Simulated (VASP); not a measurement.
Runs of VASP 6.6.1 on BiCl3O. It takes space group Pm-3m (No. 221, cubic). Conventional cell: a = 5.399 Å, b = 5.399 Å, c = 5.399 Å, α = 90.00°, β = 90.00°, γ = 90.00°. Bi (site symmetry m-3m) is surrounded by 6 Cl at 2.70 Å. Cl (site symmetry 4/mmm) has 2 Bi at 2.70 Å as nearest neighbours. O (site symmetry m-3m) is surrounded by 12 Cl at 3.82 Å. The cell was built by a generator and needn't be a form met in nature.

```csv
task,level,potentials or basis,spin,cell,k mesh,cutoff (eV),smearing,gap on the mesh (eV),pressure (GPa)
band structure,optB86b-vdW,"VASP PAW PBE potentials, release 64 (Bi, Cl, O)","collinear, ferromagnetic start, SOC",as given,4 × 4 × 4,500,gaussian 0.05 eV,-,(a)
relaxation of cell and atoms,PBEsol,"VASP PAW PBE potentials, release 64 (Bi_d, Cl, O)",off,relaxed,5 × 5 × 5,600,gaussian 0.05 eV,none,0.0
single point,PBE,"VASP PAW PBE potentials, release 64 (Bi_d, Cl, O)",off,as given,5 × 5 × 5,520,fermi-dirac 0.05 eV,none,0.0
relaxation of cell and atoms,PBE,"VASP PAW PBE potentials, release 64 (Bi_d, Cl, O)",off,relaxed,5 × 5 × 5,600,gaussian 0.05 eV,none,0.0
electron localisation function,rSCAN,"VASP PAW PBE potentials, release 64 (Bi_d_GW, Cl_GW, O_GW)",off,as given,5 × 5 × 5,600,fermi-dirac 0.05 eV,none,-1.2
```

Question: Fill in the values left out.

Answer: (a) -0.5.

Caveats: spin-orbit coupling is left out, which moves the levels of the heavy elements (some runs); the PAW data sets were made with another functional, which shifts forces and pressure a little (some runs); the relaxation stopped at its first step, so nothing moved (some runs).

A k mesh can miss the band edges, and rows without SOC leave out spin-orbit coupling on Bi.

A gap of «none» marks a metal or a gap under the smearing width.

The runs don't all hold the same shells in valence.
